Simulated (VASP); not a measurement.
Data:

```yaml
crystal:
  lattice:
    - [0.00000, 2.16647, 2.16647]
    - [2.16647, 0.00000, 2.16647]
    - [2.16647, 2.16647, 0.00000]
  atoms:
    - { symbol: Ti, position: [0.00000, 0.00000, 0.00000] }
    - { symbol: C, position: [0.50000, 0.50000, 0.50000] }
```

All values below come from TPSS meta-GGA, VASP's PBE PAW potentials (set 64) (plane waves; VASP). Run with 520 eV cut-off, 14×14×14 Γ-centred mesh, first-order Methfessel-Paxton smearing of 0.10 eV, potentials Ti_sv C.

**Question.** What does the run give for the energy per atom (σ→0), band gap (on the k-mesh) with the smallest direct gap where there is one?

**Answer.** 
The band gap (on the k-mesh) is none (metal, semimetal or under 0.01 eV) and the energy per atom (σ→0) is -1320.0 kJ/mol of atoms.

The compound is TiC in the rock salt structure. It was relaxed first.
